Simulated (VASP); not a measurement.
Runs of VASP 6.6.1 on Ti. Symmetry: P6_3/mmc, No. 194, hexagonal system. Conventional cell: a = 2.950 Å, b = 2.950 Å, c = 4.680 Å, α = 90.00°, β = 90.00°, γ = 120.00°. Ti (site symmetry -6m2) is surrounded by 12 Ti at 2.89 to 2.95 Å. 

| task | level | potentials or basis | cell | gap on the mesh (eV) | pressure (GPa) | relaxed volume (Å³/atom) |
| --- | --- | --- | --- | --- | --- | --- |
| relaxation of cell and atoms | PBEsol | VASP PAW PBE potentials, release 64 (Ti_sv) | relaxed | none | 0.0 | 16.68 |
| relaxation of shape and atoms at fixed volume | PBEsol | VASP PAW PBE potentials, release 64 (Ti_sv) | atoms relaxed at fixed volume from: a relaxed cell with its volume scaled by 0.96 | none | 5.2 | - |
| relaxation of shape and atoms at fixed volume | PBEsol | VASP PAW PBE potentials, release 64 (Ti_sv) | atoms relaxed at fixed volume | none | 0.0 | - |
| relaxation of cell and atoms | LDA | VASP PAW LDA potentials, release 64 (Ti_sv) | relaxed | none | 0.0 | (a) |
| relaxation of shape and atoms at fixed volume | PBEsol | VASP PAW PBE potentials, release 64 (Ti_sv) | atoms relaxed at fixed volume from: a relaxed cell with its volume scaled by 0.94 | none | 8.1 | - |
| relaxation of shape and atoms at fixed volume | PBEsol | VASP PAW PBE potentials, release 64 (Ti_sv) | atoms relaxed at fixed volume from: a relaxed cell with its volume scaled by 1.04 | none | -4.3 | - |

Alike in all rows: no spin polarisation; k mesh 15 × 15 × 8; cutoff (eV) 600; smearing methfessel-paxton 0.1 eV.

Question: Estimate the missing entries.

Answer: (a) 16.07.

Caveats: the PAW data sets were made with another functional, which shifts forces and pressure a little (some runs); the relaxation stopped at its first step, so nothing moved (some runs).

A gap of «none» marks a metal or a gap under the smearing width.

Runs at the PBE level aren't shown here.
